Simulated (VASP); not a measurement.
The system is RuBr2.

```
CELL_PARAMETERS angstrom
1.93944 1.11974 5.86365
-1.93944 1.11974 5.86365
0.00000 -2.23947 5.86365
ATOMIC_POSITIONS crystal
Ru 0.00000 0.00000 0.00000
Br 0.25200 0.25200 0.25200
Br 0.74800 0.74800 0.74800
```

The cell was built by a generator and needn't be a form met in nature.

Program: VASP 6.6.1. Alike in all runs: task single point; potentials or basis VASP PAW PBE potentials, release 64 (Ru_pv, Br); cell as given; k mesh 6 × 6 × 6; cutoff (eV) 520; smearing gaussian 0.05 eV.

**Question.** Order these runs on this cell by their pressure, lowest first.
A. level PBE; spin collinear, random start
B. level PBE+U; spin collinear, ferromagnetic start; U Ru d U = 6 eV
C. level r2SCAN+U; spin collinear, zero start; U Ru d U = 8 eV

**Answer.** A (-6.4 GPa), B (-1.2 GPa), C (0.7 GPa).

Caveats: the PAW data sets were made with another functional, which shifts forces and pressure a little (some runs).

Not every run made on this cell is shown here.
